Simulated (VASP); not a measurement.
OSZICAR of a VASP run on CuF (relaxed from the NiAs type structure, space group P6_3/mmc):

File OSZICAR:
```
       N       E                     dE             d eps       ncg     rms          rms(c)
DAV:   1     0.365057182066E+03    0.36506E+03   -0.20638E+04  2932   0.306E+03
DAV:   2     0.305542551516E+02   -0.33450E+03   -0.31872E+03  2838   0.505E+02
DAV:   3    -0.159614482626E+02   -0.46516E+02   -0.44912E+02  3672   0.211E+02
DAV:   4    -0.173613732129E+02   -0.13999E+01   -0.13887E+01  3466   0.382E+01
DAV:   5    -0.173779205211E+02   -0.16547E-01   -0.16540E-01  3666   0.376E+00    0.959E+00
DAV:   6    -0.164558209332E+02    0.92210E+00   -0.17489E+01  3982   0.909E+01    0.725E+00
DAV:   7    -0.155330510565E+02    0.92277E+00   -0.38395E+00  3634   0.617E+01    0.204E+00
DAV:   8    -0.155383218939E+02   -0.52708E-02   -0.48977E-01  4226   0.680E+00    0.813E-01
DAV:   9    -0.155230760216E+02    0.15246E-01   -0.22763E-02  3718   0.274E+00    0.254E-01
DAV:  10    -0.155223615975E+02    0.71442E-03   -0.95632E-03  4384   0.199E+00    0.100E-01
DAV:  11    -0.155222452220E+02    0.11638E-03   -0.89272E-04  4314   0.631E-01    0.186E-02
DAV:  12    -0.155222506272E+02   -0.54052E-05   -0.69473E-05  3858   0.104E-01    0.123E-02
DAV:  13    -0.155222493361E+02    0.12911E-05   -0.13184E-05  4052   0.389E-02    0.208E-03
DAV:  14    -0.155222495041E+02   -0.16798E-06   -0.44613E-07  1620   0.969E-03
   1 F= -.10747520E+02 E0= -.10747979E+02  d E =-.107475E+02
       N       E                     dE             d eps       ncg     rms          rms(c)
DAV:   1    -0.193191512890E+02   -0.37969E+01   -0.70053E+01  3276   0.140E+02    0.172E+01
DAV:   2    -0.162187164043E+02    0.31004E+01   -0.29355E+01  3304   0.120E+02    0.594E+00
DAV:   3    -0.152336218363E+02    0.98509E+00   -0.49924E+00  3524   0.731E+01    0.250E+00
DAV:   4    -0.151897513217E+02    0.43871E-01   -0.30398E-01  4040   0.673E+00    0.136E+00
DAV:   5    -0.151709544055E+02    0.18797E-01   -0.14308E-01  4626   0.847E+00    0.842E-01
DAV:   6    -0.151587135654E+02    0.12241E-01   -0.39176E-02  4074   0.470E+00    0.199E-01
DAV:   7    -0.151588274787E+02   -0.11391E-03   -0.68936E-03  3336   0.773E-01    0.658E-02
DAV:   8    -0.151587774640E+02    0.50015E-04   -0.26246E-04  4536   0.324E-01    0.140E-02
DAV:   9    -0.151587763469E+02    0.11172E-05   -0.39862E-05  4158   0.114E-01    0.136E-02
DAV:  10    -0.151587737198E+02    0.26271E-05   -0.22389E-06  2356   0.353E-02    0.683E-03
DAV:  11    -0.151587734375E+02    0.28226E-06   -0.39698E-06  2190   0.191E-02
   2 F= -.10779074E+02 E0= -.10779408E+02  d E =-.315544E-01
       N       E                     dE             d eps       ncg     rms          rms(c)
DAV:   1    -0.159839387522E+02   -0.82517E+00   -0.12071E+01  3276   0.640E+01    0.639E+00
DAV:   2    -0.154307846477E+02    0.55315E+00   -0.34964E+00  3316   0.377E+01    0.151E+00
DAV:   3    -0.153658633107E+02    0.64921E-01   -0.42569E-01  3786   0.172E+01    0.110E+00
DAV:   4    -0.153505986148E+02    0.15265E-01   -0.20522E-02  4024   0.422E+00    0.496E-01
DAV:   5    -0.153454376301E+02    0.51610E-02   -0.80167E-03  4634   0.173E+00    0.136E-01
DAV:   6    -0.153451628812E+02    0.27475E-03   -0.12705E-03  4268   0.589E-01    0.358E-02
DAV:   7    -0.153451696678E+02   -0.67865E-05   -0.21391E-04  4258   0.165E-01    0.857E-03
DAV:   8    -0.153451717040E+02   -0.20362E-05   -0.66478E-06  3412   0.319E-02    0.690E-03
DAV:   9    -0.153451710235E+02    0.68042E-06   -0.61553E-07  1598   0.227E-02
   3 F= -.10809484E+02 E0= -.10809872E+02  d E =-.619643E-01
       N       E                     dE             d eps       ncg     rms          rms(c)
DAV:   1    -0.153410246459E+02    0.41471E-02   -0.10288E-02  3354   0.182E+00    0.194E-01
DAV:   2    -0.153405519958E+02    0.47265E-03   -0.34197E-03  3352   0.121E+00    0.537E-02
DAV:   3    -0.153404714690E+02    0.80527E-04   -0.49640E-04  3804   0.605E-01    0.334E-02
DAV:   4    -0.153404578312E+02    0.13638E-04   -0.19097E-05  3560   0.121E-01    0.154E-02
DAV:   5    -0.153404532554E+02    0.45758E-05   -0.71264E-06  3260   0.581E-02    0.338E-03
DAV:   6    -0.153404531257E+02    0.12965E-06   -0.13894E-06  1588   0.283E-02
   4 F= -.10809464E+02 E0= -.10809849E+02  d E =-.619441E-01
       N       E                     dE             d eps       ncg     rms          rms(c)
DAV:   1    -0.153515261831E+02   -0.11073E-01   -0.65766E-01  3292   0.865E+00    0.103E+00
DAV:   2    -0.153388229664E+02    0.12703E-01   -0.47117E-02  3748   0.471E+00    0.529E-01
DAV:   3    -0.153352608369E+02    0.35621E-02   -0.11921E-02  3988   0.304E+00    0.314E-01
DAV:   4    -0.153337106306E+02    0.15502E-02   -0.23370E-03  4198   0.121E+00    0.561E-02
DAV:   5    -0.153336923427E+02    0.18288E-04   -0.36859E-04  4018   0.206E-01    0.213E-02
DAV:   6    -0.153336930758E+02   -0.73310E-06   -0.68611E-05  3878   0.167E-01    0.168E-02
DAV:   7    -0.153336869559E+02    0.61198E-05   -0.13044E-05  3870   0.881E-02    0.368E-03
DAV:   8    -0.153336872010E+02   -0.24510E-06   -0.27268E-06  2298   0.173E-02
   5 F= -.10813431E+02 E0= -.10813814E+02  d E =-.396754E-02
       N       E                     dE             d eps       ncg     rms          rms(c)
DAV:   1    -0.153549836473E+02   -0.21297E-01   -0.12750E+00  3304   0.121E+01    0.145E+00
DAV:   2    -0.153299044606E+02    0.25079E-01   -0.92970E-02  3746   0.663E+00    0.736E-01
DAV:   3    -0.153229339267E+02    0.69705E-02   -0.23391E-02  3976   0.432E+00    0.437E-01
DAV:   4    -0.153199238603E+02    0.30101E-02   -0.45034E-03  4202   0.168E+00    0.802E-02
DAV:   5    -0.153198825200E+02    0.41340E-04   -0.72505E-04  4002   0.289E-01    0.301E-02
DAV:   6    -0.153198832113E+02   -0.69136E-06   -0.13344E-04  3890   0.235E-01    0.230E-02
DAV:   7    -0.153198722630E+02    0.10948E-04   -0.24583E-05  4200   0.122E-01    0.527E-03
DAV:   8    -0.153198725979E+02   -0.33487E-06   -0.54745E-06  3348   0.235E-02
   6 F= -.10814947E+02 E0= -.10815402E+02  d E =-.548359E-02
       N       E                     dE             d eps       ncg     rms          rms(c)
DAV:   1    -0.153240088232E+02   -0.41366E-02   -0.43240E-02  3340   0.225E+00    0.267E-01
DAV:   2    -0.153231480031E+02    0.86082E-03   -0.31956E-03  3752   0.124E+00    0.136E-01
DAV:   3    -0.153229136699E+02    0.23433E-03   -0.80520E-04  4000   0.790E-01    0.807E-02
DAV:   4    -0.153228106019E+02    0.10307E-03   -0.15489E-04  4186   0.314E-01    0.150E-02
DAV:   5    -0.153228092178E+02    0.13841E-05   -0.25675E-05  4006   0.549E-02    0.564E-03
DAV:   6    -0.153228091181E+02    0.99724E-07   -0.38077E-06  2410   0.437E-02
   7 F= -.10815034E+02 E0= -.10815468E+02  d E =-.556992E-02
       N       E                     dE             d eps       ncg     rms          rms(c)
DAV:   1    -0.153439574052E+02   -0.21148E-01   -0.11050E-01  3276   0.598E+00    0.633E-01
DAV:   2    -0.153389990102E+02    0.49584E-02   -0.35710E-02  3282   0.394E+00    0.181E-01
DAV:   3    -0.153381455832E+02    0.85343E-03   -0.53643E-03  3714   0.201E+00    0.112E-01
DAV:   4    -0.153379968021E+02    0.14878E-03   -0.22610E-04  3944   0.411E-01    0.505E-02
DAV:   5    -0.153379503311E+02    0.46471E-04   -0.92574E-05  4634   0.197E-01    0.157E-02
DAV:   6    -0.153379462284E+02    0.41027E-05   -0.15705E-05  4112   0.728E-02    0.394E-03
DAV:   7    -0.153379465429E+02   -0.31448E-06   -0.19934E-06  2082   0.151E-02
   8 F= -.10814961E+02 E0= -.10815395E+02  d E =0.728388E-04
       N       E                     dE             d eps       ncg     rms          rms(c)
DAV:   1    -0.153309161891E+02    0.70300E-02   -0.43155E-02  3276   0.373E+00    0.398E-01
DAV:   2    -0.153289834651E+02    0.19327E-02   -0.14154E-02  3290   0.248E+00    0.115E-01
DAV:   3    -0.153286335185E+02    0.34995E-03   -0.21470E-03  3708   0.128E+00    0.698E-02
DAV:   4    -0.153285754873E+02    0.58031E-04   -0.90689E-05  3940   0.256E-01    0.316E-02
DAV:   5    -0.153285570477E+02    0.18440E-04   -0.36804E-05  4476   0.125E-01    0.999E-03
DAV:   6    -0.153285555820E+02    0.14658E-05   -0.54430E-06  2926   0.474E-02    0.279E-03
DAV:   7    -0.153285555589E+02    0.23064E-07   -0.24482E-06  1816   0.159E-02
   9 F= -.10815075E+02 E0= -.10815509E+02  d E =-.411819E-04
```

Which electronic solver shows in the log?

It is blocked Davidson (ALGO = Normal, or the opening steps of other solvers). The INCAR had ALGO = Normal.

Can the final energy be trusted as converged?

The run converged. It stopped with EDIFF = 1E-6, NELM = 100, NSW = 40 and EDIFFG = -0.02 after 9 ionic steps (PBEsol GGA, plane waves, VASP's PBE PAW potentials (set 64)). Energy and stress use the plane-wave basis of the starting cell.

The structure was generated: CuF was put into the NiAs type type (P6_3/mmc), which need not be its known phase. This run relaxes it under an external pressure of 20 GPa. Symmetry was kept, so distortions that lower it aren't found.
